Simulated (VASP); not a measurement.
Set up this calculation in VASP 6.6.1, as the native input.

```yaml
Task: single point
Functional: PBEsol
Potentials_or_basis: VASP PAW PBE potentials, release 64 (Ni)
Cutoff: 520 eV
k_mesh: 32 × 32 × 32
Occupations: gaussian, width 0.1 eV
Spin: collinear spin, ferromagnetic start
Starting_moments: "[1.0] μB"
Further_INCAR_settings: ALGO = Fast; EDIFF = 1e-06
```

The structure of Ni lies in POSCAR:

```
Ni
1.0
    0.0000000000      1.7311400000      1.7311400000
    1.7311400000      0.0000000000      1.7311400000
    1.7311400000      1.7311400000      0.0000000000
Ni
1
Direct
    0.0000000000      1.0000000000      0.0000000000
```

These files were run (other wordings do the same):

INCAR

```
PREC = Accurate
ENCUT = 520
EDIFF = 1E-6
ISMEAR = 0
SIGMA = 0.1
LREAL = False
LASPH = True
NELM = 100
ALGO = Fast
ISIF = 2
LWAVE = False
LCHARG = False
ISPIN = 2
MAGMOM = 1
LORBIT = 11
LMAXMIX = 4
GGA = PS
```

KPOINTS

```
regular mesh
0
Gamma
  32 32 32
```

Potentials or basis: VASP PAW PBE potentials, release 64 (Ni).

The run is started by

```sh
$ cat potpaw_PBE.64/Ni/POTCAR > POTCAR
$ mpirun -np 1 vasp_std > vasp.out
```

It gave:

```json
{"Pressure": "0.1 GPa", "Band gap on the k mesh": "none (metal or under the smearing width)", "Net moment": "0.62 μB per cell", "Site moments": "Ni +0.62 μB", "Valence electrons inside the program's atomic spheres": "Ni 9.40"}
```

Caveat: the PAW data sets were made with another functional, which shifts forces and pressure a little.

Run time: 95 s on 1 thread of Intel(R) Xeon(R) Platinum 8488C (Sapphire Rapids), on a shared host, peak memory 0.26 GiB.
